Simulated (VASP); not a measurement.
TaMo2C3, 6 atoms in the cell. It takes space group P4mm (No. 99, tetragonal). The conventional cell has a = 4.426 Å, b = 4.426 Å, c = 4.628 Å, α = 90.00°, β = 90.00°, γ = 90.00°. Around Ta (site symmetry 4mm) lie 4 C at 2.39 Å and 4 Mo at 2.74 Å. Mo (site symmetry 2mm) has 1 C at 2.12 Å as nearest neighbours. Around C (site symmetry 2mm) lie 1 Mo at 2.12 Å and 2 Ta at 2.39 Å and 2 C at 2.39 Å. C (site symmetry 4mm) is surrounded by 4 C at 2.39 Å and 4 Mo at 2.73 Å. The cell was built by a generator and needn't be a form met in nature.

- Program: VASP 6.6.1
- Task: relaxation of cell and atoms
- Functional: PBE
- Potentials or basis: VASP PAW PBE potentials, release 64 (Ta_pv, Mo_sv, C)
- Cutoff: 520 eV
- k mesh: 4 × 4 × 4
- Occupations: gaussian, width 0.15 eV
- Spin: no spin polarisation
- Further INCAR settings: PREC = Normal; ALGO = Fast; EDIFF = 0.0001; IBRION = 2; EDIFFG = -0.08; NSW = 24; ISIF = 3

Potentials or basis: VASP PAW PBE potentials, release 64 (Ta_pv, Mo_sv, C).

The run is started by

```sh
$ cat potpaw_PBE.64/Ta_pv/POTCAR potpaw_PBE.64/Mo_sv/POTCAR potpaw_PBE.64/C/POTCAR > POTCAR
$ mpirun -np 1 vasp_std > vasp.out
```

Hardware: 1 thread of Intel(R) Xeon(R) 6975P-C (Granite Rapids), on a shared host.

Task: How long does it take, and how much memory?

Result: Wall time 3.5 min on 1 thread of Intel(R) Xeon(R) 6975P-C (Granite Rapids), with other jobs on the host, peak memory 0.19 GiB. Counts: scf iterations 189, k points 18, ion steps 22.
